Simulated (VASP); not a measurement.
Output of a VASP run:

OSZICAR:
```
       N       E                     dE             d eps       ncg     rms          rms(c)
DAV:   1     0.134419949860E+03    0.13442E+03   -0.81573E+03   280   0.113E+03
DAV:   2     0.183008061779E+01   -0.13259E+03   -0.13065E+03   304   0.303E+02
DAV:   3    -0.739873899144E+01   -0.92288E+01   -0.92110E+01   370   0.880E+01
DAV:   4    -0.761504047114E+01   -0.21630E+00   -0.21626E+00   350   0.170E+01
DAV:   5    -0.762290206830E+01   -0.78616E-02   -0.78613E-02   386   0.270E+00    0.343E+00
DAV:   6    -0.750347260898E+01    0.11943E+00   -0.28418E-01   364   0.434E+00    0.214E+00
DAV:   7    -0.750030310346E+01    0.31695E-02   -0.89830E-02   354   0.172E+00    0.932E-01
DAV:   8    -0.750188268869E+01   -0.15796E-02   -0.96035E-03   334   0.114E+00    0.154E-01
DAV:   9    -0.750190399727E+01   -0.21309E-04   -0.93488E-04   384   0.352E-01    0.558E-02
DAV:  10    -0.750194777852E+01   -0.43781E-04   -0.11426E-04   304   0.827E-02    0.235E-02
DAV:  11    -0.750195607561E+01   -0.82971E-05   -0.26882E-05   360   0.429E-02    0.116E-02
DAV:  12    -0.750195614596E+01   -0.70346E-07   -0.17410E-06   296   0.134E-02
   1 F= -.75019561E+01 E0= -.75019561E+01  d E =-.151237E-11
```

File OUTCAR:
```
------------------------ aborting loop because EDIFF is reached ----------------------------------------
  FORCE on cell =-STRESS in cart. coord.  units (eV):
  Direction    XX          YY          ZZ          XY          YZ          ZX
  --------------------------------------------------------------------------------------
  Total        0.8893747      0.8893747      0.8893747      0.0000000      0.0000000      0.0000000
  in kB       21.1425708     21.1425708     21.1425708      0.0000000      0.0000000      0.0000000
  external PRESSURE =      21.1425708 kB  Pullay stress =       0.0000000 kB
  volume of cell :       67.40
      direct lattice vectors                 reciprocal lattice vectors
     0.000000000  3.230000000  3.230000000    -0.154798762  0.154798762  0.154798762
     3.230000000  0.000000000  3.230000000     0.154798762 -0.154798762  0.154798762
     3.230000000  3.230000000  0.000000000     0.154798762  0.154798762 -0.154798762
  FREE ENERGIE OF THE ION-ELECTRON SYSTEM (eV)
  ---------------------------------------------------
  free  energy   TOTEN  =        -7.5019561460 eV

  energy  without entropy=       -7.5019561460  energy(sigma->0) =       -7.50195615
```
(Selected blocks of OUTCAR.)

File POSCAR:
```
PbTe
1
    0.0000000000     3.2300000000     3.2300000000
    3.2300000000     0.0000000000     3.2300000000
    3.2300000000     3.2300000000     0.0000000000
Te Pb
1 1
Direct
  0.5000000000   0.5000000000   0.5000000000
  0.0000000000   0.0000000000   0.0000000000
```

Q: Write an INCAR and KPOINTS that could have produced this output.

A: One answer among several that fit: the input of the run itself, PBE GGA, plane waves, VASP's PBE PAW potentials (set 64).

KPOINTS:
```
Regular mesh
0
M
5 5 5
```

INCAR:
```
! general
SYSTEM =PbTe
PREC   =Accurate
ENCUT  =400
LREAL  =.FALSE.
LASPH  =.TRUE.

! electronic loop
EDIFF  =1E-6
NELM   =100
ALGO   =Normal
LMAXMIX=4

! smearing
ISMEAR =0
SIGMA  =0.05

! functional
GGA    =PE

! ions
ISIF   =2

! output
LWAVE  =.FALSE.
LCHARG =.FALSE.
```

POTCAR, in this order: Te Pb_d (PBE.64 set). Program: vasp_std.

The compound is PbTe in the rock salt structure. The cell was not relaxed at this level. The run is one of a series of settings (KPOINTS 5×5×5 Monkhorst-Pack mesh against the base run), some of them coarse on purpose.
